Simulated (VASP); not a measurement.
# Iridium: structure and properties in VASP, part 2 of 5

What structure does Iridium take at this level, and what are its properties? The start is a cell from a database of measured crystal structures.

VASP 6.6.1; r2SCAN with rVV10; plane waves and PAW (Ir).

Still holding for the runs below: This run has no spin polarisation. Its electron count is odd, so without a moment it is a metal by construction.

So far. Step 2 (Full relaxation (r2SCAN + rVV10)): It ends with forces that vanish by symmetry and a pressure of -0.06 GPa. The volume lies +1.1 % from that of the database's start.

The database entry behind the starting cell differs from later determinations by our own check (0.1 to 0.3 % short, probably kX units), so it need not match the best structure at ambient conditions.

**3. Second relaxation**

A relaxation keeps the plane waves of the cell it began with, so it is repeated from the new cell, on a basis made for it.

Input file INCAR:

```
SYSTEM = Ir
PREC = Accurate
ENCUT = 400
EDIFF = 1E-06
NELM = 100
ISMEAR = 1
SIGMA = 0.2
LREAL = .FALSE.
ALGO = Normal
METAGGA = R2SCAN
LUSE_VDW = .TRUE.
IVDW_NL = 2
BPARAM = 11.95
CPARAM = 0.0093
LASPH = .TRUE.
NBANDS = 10
LORBIT = 11
LWAVE = .FALSE.
LCHARG = .FALSE.
KPAR = 2
IBRION = 2
NSW = 60
ISIF = 3
EDIFFG = -0.01
```

Input file POSCAR:

```
Ir
1.0
    0.0000000000      1.9226481553      1.9226481553
    1.9226481553      0.0000000000      1.9226481553
    1.9226481553      1.9226481553      0.0000000000
Ir
1
Direct
    0.0000000000      0.0000000000      0.0000000000
```

Input file KPOINTS:

```
Automatic mesh
0
Gamma
12 12 12
0 0 0
```

PAW data sets: Ir (PBE family, release 64).

On the command line:

```bash
> mpirun -np 2 vasp_std
```

The log of the run:

```text
[banner, memory and clock lines left out]
running    2 mpi-ranks, on    1 nodes
 distrk:  each k-point on    1 cores,    2 groups
 distr:  one band on    1 cores,    1 groups

 POSCAR found type information on POSCAR Ir
 POSCAR found :  1 types and       1 ions
 [... a notice as in an earlier step ...]

 [... a notice as in an earlier step ...]

 LDA part: xc-table for (None), standard interpolation
 POSCAR, INCAR and KPOINTS ok, starting setup
 FFT: planning ... GRIDC
 FFT: planning ... GRID_SOFT
 FFT: planning ... GRID
 WAVECAR not read
 entering main loop
       N       E                     dE             d eps       ncg     rms          rms(c)
Total rVV10 correction in eV:      0.1481683    12.2708602
Total rVV10 correction in eV:      0.1481683    12.2708602
DAV:   1    -0.253915178767E+01   -0.25392E+01   -0.38792E+03  1480   0.679E+02
DAV:   2    -0.538216273114E+02   -0.51282E+02   -0.48467E+02  1494   0.184E+02
DAV:   3    -0.546125406753E+02   -0.79091E+00   -0.78998E+00  1682   0.278E+01
DAV:   4    -0.546198296288E+02   -0.72890E-02   -0.72881E-02  1648   0.257E+00
DAV:   5    -0.546199733865E+02   -0.14376E-03   -0.14376E-03  1718   0.333E-01    0.157E+01
Total rVV10 correction in eV:      0.1328373    12.2708600
Total rVV10 correction in eV:      0.1328373    12.2708600
DAV:   6    -0.522830239358E+02    0.23369E+01   -0.16598E+00  1608   0.159E+01    0.568E+00
Total rVV10 correction in eV:      0.1269982    12.2708600
Total rVV10 correction in eV:      0.1269982    12.2708600
DAV:   7    -0.522636720139E+02    0.19352E-01   -0.62428E-02  1638   0.297E+00    0.238E+00
Total rVV10 correction in eV:      0.1226439    12.2708600
Total rVV10 correction in eV:      0.1226439    12.2708600
DAV:   8    -0.522610879974E+02    0.25840E-02   -0.19897E-02  1528   0.162E+00    0.113E+00
Total rVV10 correction in eV:      0.1242396    12.2708600
Total rVV10 correction in eV:      0.1242396    12.2708600
DAV:   9    -0.522583579278E+02    0.27301E-02   -0.63171E-03  1622   0.974E-01    0.131E-01
Total rVV10 correction in eV:      0.1243141    12.2708600
Total rVV10 correction in eV:      0.1243141    12.2708600
DAV:  10    -0.522583674880E+02   -0.95603E-05   -0.36593E-05  1568   0.597E-02    0.685E-02
Total rVV10 correction in eV:      0.1243772    12.2708600
Total rVV10 correction in eV:      0.1243772    12.2708600
DAV:  11    -0.522583632551E+02    0.42329E-05   -0.12932E-05  1596   0.309E-02    0.138E-02
Total rVV10 correction in eV:      0.1244054    12.2708600
Total rVV10 correction in eV:      0.1244054    12.2708600
DAV:  12    -0.522583610783E+02    0.21769E-05   -0.17090E-06   876   0.158E-02    0.258E-03
Total rVV10 correction in eV:      0.1244027    12.2708600
Total rVV10 correction in eV:      0.1244027    12.2708600
DAV:  13    -0.522583611901E+02   -0.11186E-06   -0.16116E-07   762   0.594E-03
Total rVV10 correction in eV:      0.1244044    12.2708600
Total rVV10 correction in eV:      0.1244044    12.2708600
Total rVV10 correction in eV:      0.1244027    12.2708600
Total rVV10 correction in eV:      0.1244027    12.2708600
   1 F= -.52258361E+02 E0= -.52258631E+02  d E =-.522584E+02
 curvature:   0.00 expect dE= 0.000E+00 dE for cont linesearch  0.000E+00
 trial: gam= 0.00000 g(F)=  0.716E-66 g(S)=  0.270E-05 ort = 0.000E+00 (trialstep = 0.100E+01)
 search vector abs. value=  0.270E-05
 reached required accuracy - stopping structural energy minimisation
```

Wall time 12 s (2 MPI ranks of Intel Xeon 6975P-C (Granite Rapids), shared host); peak memory 0.31 GiB.

Parts of OUTCAR (step 3):

```text
  LATTYP: Found a face centered cubic cell.
 ALAT       =     3.8452963106

The static configuration has the point symmetry O_h .

 Found     72 irreducible k-points:

   ENCUT  =  400.0 eV  29.40 Ry    5.42 a.u.   4.43  4.43  4.43*2*pi/ulx,y,z

   NELECT =       9.0000    total number of electrons

 E-fermi :  10.1392

 k-point     1 :       0.0000    0.0000    0.0000
  band No.  band energies     occupation
    ...
      2       6.1163      2.00000
      3       6.1163      2.00000
      4       6.1163      2.00000
      5       8.8136      2.00000
      6       8.8136      2.00000
      7      25.1903      0.00000
      8      31.0177      0.00000
      9      31.0177      0.00000
     10      31.0177      0.00000

 k-point     2 :       0.0833    0.0000    0.0000
  band No.  band energies     occupation
    ...
      2       5.9502      2.00000
      3       6.2509      2.00000
      4       6.2509      2.00000
      5       8.7318      2.00000
      6       8.7318      2.00000
      7      25.7264      0.00000
      8      29.5628      0.00000
      9      31.5318      0.00000
     10      31.5318      0.00000

  Total       -0.0043180     -0.0043180     -0.0043180      0.0000000     -0.0000000      0.0000000
  in kB       -0.4866994     -0.4866994     -0.4866994      0.0000000     -0.0000000      0.0000000
  external PRESSURE =      -0.4866994 kB  Pullay stress =       0.0000000 kB

 POSITION                                       TOTAL-FORCE (eV/Angst)
 -----------------------------------------------------------------------------------
      0.00000      0.00000      0.00000         0.000000      0.000000      0.000000
 -----------------------------------------------------------------------------------
    total drift:                                0.000000      0.000000     -0.000000

  FREE ENERGIE OF THE ION-ELECTRON SYSTEM (eV)
  ---------------------------------------------------
  free  energy   TOTEN  =       -52.2583611901 eV

  energy  without entropy=      -52.2591691564  energy(sigma->0) =      -52.25863051

[... 8 parts as in an earlier step ...]

[... 5 further parts left out ...]
```

CONTCAR:

```
Ir
   1.00000000000000
     0.0000000000000000    1.9226481553000001    1.9226481553000001
     1.9226481553000001    0.0000000000000000    1.9226481553000001
     1.9226481553000001    1.9226481553000001    0.0000000000000000
  Ir
     1
Direct
     0.0000000000000000    0.0000000000000000    0.0000000000000000
```

Little changed from the start: no atom moved by 0.005 Å and no cell edge by 0.1 %.

Numbers from this step:

* pressure: -0.04867 GPa
* SCF cycles over all ionic steps: 13

It ends with forces that vanish by symmetry and a pressure of -0.05 GPa. The volume moved by under 0.01 %: the run met its threshold at the first step.

**4. Density, ELF and potential (r2SCAN + rVV10)**

The relaxed cell gets a fresh self-consistent run, on a basis set for its own volume, to fix the density and to check the remaining stress.

Changes to INCAR since step 3:

```diff
@@ -18,7 +18,5 @@
 LWAVE = .FALSE.
-LCHARG = .FALSE.
-KPAR = 2
-IBRION = 2
-NSW = 60
-ISIF = 3
-EDIFFG = -0.01
+LCHARG = .TRUE.
+ISIF = 2
+LELF = .TRUE.
+LVHAR = .TRUE.
```

POSCAR is that of step 3.

KPOINTS is that of step 3.

On the command line:

```bash
> mpirun -np 2 vasp_std
```

The log of the run:

```text
[banner, memory and clock lines left out]
running    2 mpi-ranks, on    1 nodes
 distrk:  each k-point on    2 cores,    1 groups
 distr:  one band on    1 cores,    2 groups

 POSCAR found type information on POSCAR Ir
 POSCAR found :  1 types and       1 ions
 [... a notice as in an earlier step ...]

 [... a notice as in an earlier step ...]

 LDA part: xc-table for (None), standard interpolation
 POSCAR, INCAR and KPOINTS ok, starting setup
 FFT: planning ... GRIDC
 FFT: planning ... GRID_SOFT
 FFT: planning ... GRID
 WAVECAR not read
 entering main loop
       N       E                     dE             d eps       ncg     rms          rms(c)
Total rVV10 correction in eV:      0.1481683    12.2708602
DAV:   1    -0.253915178746E+01   -0.25392E+01   -0.38792E+03  1480   0.679E+02
DAV:   2    -0.538216273097E+02   -0.51282E+02   -0.48467E+02  1494   0.184E+02
DAV:   3    -0.546125406763E+02   -0.79091E+00   -0.78998E+00  1682   0.278E+01
DAV:   4    -0.546198296289E+02   -0.72890E-02   -0.72881E-02  1648   0.257E+00
DAV:   5    -0.546199733864E+02   -0.14376E-03   -0.14376E-03  1718   0.333E-01    0.157E+01
Total rVV10 correction in eV:      0.1328373    12.2708600
DAV:   6    -0.522830239359E+02    0.23369E+01   -0.16598E+00  1608   0.159E+01    0.568E+00
Total rVV10 correction in eV:      0.1269982    12.2708600
[... 1 cycle as in an earlier step ...]
Total rVV10 correction in eV:      0.1226439    12.2708600
DAV:   8    -0.522610879971E+02    0.25840E-02   -0.19897E-02  1528   0.162E+00    0.113E+00
Total rVV10 correction in eV:      0.1242396    12.2708600
DAV:   9    -0.522583579282E+02    0.27301E-02   -0.63171E-03  1622   0.974E-01    0.131E-01
Total rVV10 correction in eV:      0.1243141    12.2708600
DAV:  10    -0.522583674872E+02   -0.95590E-05   -0.36593E-05  1568   0.597E-02    0.685E-02
Total rVV10 correction in eV:      0.1243772    12.2708600
DAV:  11    -0.522583632551E+02    0.42321E-05   -0.12932E-05  1596   0.309E-02    0.138E-02
Total rVV10 correction in eV:      0.1244054    12.2708600
DAV:  12    -0.522583610779E+02    0.21771E-05   -0.17090E-06   876   0.158E-02    0.258E-03
Total rVV10 correction in eV:      0.1244027    12.2708600
DAV:  13    -0.522583611895E+02   -0.11157E-06   -0.16116E-07   762   0.594E-03
Total rVV10 correction in eV:      0.1244044    12.2708600
Total rVV10 correction in eV:      0.1244027    12.2708600
   1 F= -.52258361E+02 E0= -.52258631E+02  d E =0.807966E-03
```

Run time: 10 s. Hardware: 2 MPI ranks; peak memory 0.28 GiB; 20 s of CPU time.

From OUTCAR (step 4):

```text
The static configuration has the point symmetry O_h .

 Found     72 irreducible k-points:

   NELECT =       9.0000    total number of electrons

 E-fermi :  10.1392

  Total       -0.0043180     -0.0043180     -0.0043180      0.0000000     -0.0000000     -0.0000000
  in kB       -0.4866993     -0.4866993     -0.4866993      0.0000000     -0.0000000     -0.0000000
  external PRESSURE =      -0.4866993 kB  Pullay stress =       0.0000000 kB

 POSITION                                       TOTAL-FORCE (eV/Angst)
 -----------------------------------------------------------------------------------
      0.00000      0.00000      0.00000        -0.000000      0.000000     -0.000000
 -----------------------------------------------------------------------------------
    total drift:                                0.000000      0.000000     -0.000000

  FREE ENERGIE OF THE ION-ELECTRON SYSTEM (eV)
  ---------------------------------------------------
  free  energy   TOTEN  =       -52.2583611895 eV

  energy  without entropy=      -52.2591691558  energy(sigma->0) =      -52.25863051

[... 16 parts as in an earlier step ...]
```

This step gave:

| Property | Result |
| --- | --- |
| SCF cycles | 13 |

Valence electrons inside each PAW sphere by angular momentum. Sphere charges, by row:

```csv
atom,s (e),p (e),d (e),tot (e)
Ir1,0.675,0.74,6.958,8.372
```

ELF in the ac plane of the conventional cell at fractional y = 0.000, with atoms of Ir within 0.2 Å of it. It is the smooth field of the valence electrons, not physical close to the nuclei.

Ten even steps from '_' (0.01) to '@' (0.38), each cell a mean:
```
____--%%##++==--==**%%**..__
..::++%%%%**++++**##%%##==..
****%%@@@@%%######%%@@@@##**
%%%%@@@@@@%%%%%%%%@@@@@@%%%%
****##@@%%++----==**@@%%##**
==++**%%**::______==%%##**==
--==**%%**..__--__--%%##++--
--==**%%**..______--%%##++==
++**##%%##==....::++%%%%**++
####%%@@@@##******%%@@@@%%##
%%%%@@@@@@%%%%%%%%@@@@@@%%%%
--==**@@%%##******##@@%%++--
____==%%##**====++**%%**::__
--__--%%##++----==**%%**..__
```
Columns run along a (3.8 Å), rows up along c (3.8 Å), edges of the conventional cell, whose origin can differ from the input's. Atoms in or near the plane, at fractional coordinates: Ir at (0.00, 0.00), Ir at (0.50, 0.50).

Electrostatic potential energy in the ac plane of the conventional cell at fractional y = 0.000, with atoms of Ir within 0.2 Å of it. With pseudopotentials it is smooth inside the atoms' cores, unlike the true potential.

Ten even steps from '0' (-56 eV) to '9' (2 eV), each cell a mean:
```
01368999998520
23579999998642
55789988899865
88898766788988
99987533458999
99985310147899
99985200036899
99985200136899
99986422357999
88998655578998
67889888889876
34589999998753
01478999998531
00368999998520
```
Columns run along a (3.8 Å; values clipped at the 3rd and 97th percentile), rows up along c (3.8 Å), edges of the conventional cell, whose origin can differ from the input's. Atoms in or near the plane, at fractional coordinates: Ir at (0.00, 0.00), Ir at (0.50, 0.50).

Valence density in the ac plane of the conventional cell at fractional y = 0.000, with atoms of Ir within 0.2 Å of it. It is the smooth field of the valence electrons, not physical close to the nuclei.

Values in e/Å³, 14 rows by 14 columns, each cell a mean:
```
2.4 2.0 1.5 0.9 0.4 0.3 0.2 0.2 0.2 0.3 0.6 1.1 1.7 2.2
1.8 1.5 1.1 0.7 0.4 0.3 0.3 0.2 0.3 0.3 0.5 0.9 1.3 1.7
1.2 1.0 0.7 0.5 0.4 0.4 0.4 0.4 0.4 0.4 0.4 0.6 0.9 1.1
0.6 0.5 0.5 0.4 0.5 0.7 0.9 0.9 0.8 0.6 0.5 0.4 0.5 0.6
0.3 0.3 0.3 0.5 0.7 1.1 1.5 1.6 1.4 1.0 0.6 0.4 0.3 0.3
0.2 0.2 0.3 0.5 1.0 1.5 2.0 2.1 1.8 1.4 0.8 0.4 0.3 0.2
0.2 0.2 0.3 0.6 1.2 1.8 2.4 2.6 2.1 1.6 0.9 0.4 0.2 0.2
0.2 0.2 0.3 0.6 1.1 1.7 2.2 2.4 2.0 1.5 0.9 0.4 0.3 0.2
0.2 0.3 0.3 0.5 0.9 1.3 1.7 1.8 1.5 1.1 0.7 0.4 0.3 0.3
0.4 0.4 0.4 0.4 0.6 0.9 1.1 1.2 1.0 0.7 0.5 0.4 0.4 0.4
0.9 0.8 0.6 0.5 0.4 0.5 0.6 0.6 0.5 0.5 0.4 0.5 0.7 0.9
1.6 1.4 1.0 0.6 0.4 0.3 0.3 0.3 0.3 0.3 0.5 0.7 1.1 1.5
2.1 1.8 1.4 0.8 0.4 0.3 0.2 0.2 0.2 0.3 0.5 1.0 1.5 2.0
2.6 2.1 1.6 0.9 0.4 0.2 0.2 0.2 0.2 0.3 0.6 1.2 1.8 2.4
```
Columns run along a (3.8 Å), rows up along c (3.8 Å), edges of the conventional cell, whose origin can differ from the input's. Atoms in or near the plane, at fractional coordinates: Ir at (0.00, 0.00), Ir at (0.50, 0.50).

In this run the pressure is -0.05 GPa, small enough to go on.

[end of part 2 of 5]

[Lines on the potential files, build, host, timing and source positions are cut from VASP's logs without a mark.]

[Logs are printed without paths, hosts, clocks, repeated set-up lines and the standing remarks that a program may print on its own settings, such as how far it seeks lower states.]

[Hosts, paths, dates, database ids (printed as entryN), source tags and the programs' standing remarks are cut or masked in the printed files.]

[A measured line is paired with the nearest computed mode of its activity, which favours agreement.]
